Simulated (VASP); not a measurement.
TbS, 2 atoms in the cell. The structure is cubic, space group Fm-3m (No. 225). The conventional cell has a = 5.516 Å, b = 5.516 Å, c = 5.516 Å, α = 90.00°, β = 90.00°, γ = 90.00°. Around Tb (site symmetry m-3m) lie 6 S at 2.76 Å. S (site symmetry m-3m) has 6 Tb at 2.76 Å as nearest neighbours. The cell comes from a database or a generator and needn't be the stable form of this composition.

| Item | Value |
| --- | --- |
| Program | VASP 6.6.1 |
| Task | single point |
| Functional | LDA |
| Potentials or basis | VASP PAW PBE potentials, release 64 (Tb, S) |
| Cutoff | 520 eV |
| k mesh | 6 × 6 × 6 |
| Occupations | gaussian, width 0.05 eV |
| Spin | collinear spin, zero start |
| Starting moments | [0.0, 0.0] μB |
| Hubbard terms | Tb f U = 6 eV |
| Further INCAR settings | ALGO = Normal; EDIFF = 1e-06; NBANDS = 24 |

Potentials or basis: VASP PAW PBE potentials, release 64 (Tb, S).

The run is started by

```sh
$ cat potpaw_PBE.64/Tb/POTCAR potpaw_PBE.64/S/POTCAR > POTCAR
$ mpirun -np 1 vasp_std > vasp.out
```

Hardware: 1 thread of Intel(R) Xeon(R) 6975P-C (Granite Rapids), with other jobs on the host.

Problem. Estimate the wall time of this run.

Solution. Run time: 42 s on 1 thread of Intel(R) Xeon(R) 6975P-C (Granite Rapids), on a shared host, peak memory 0.18 GiB. Counts: scf iterations 31, k points 16.
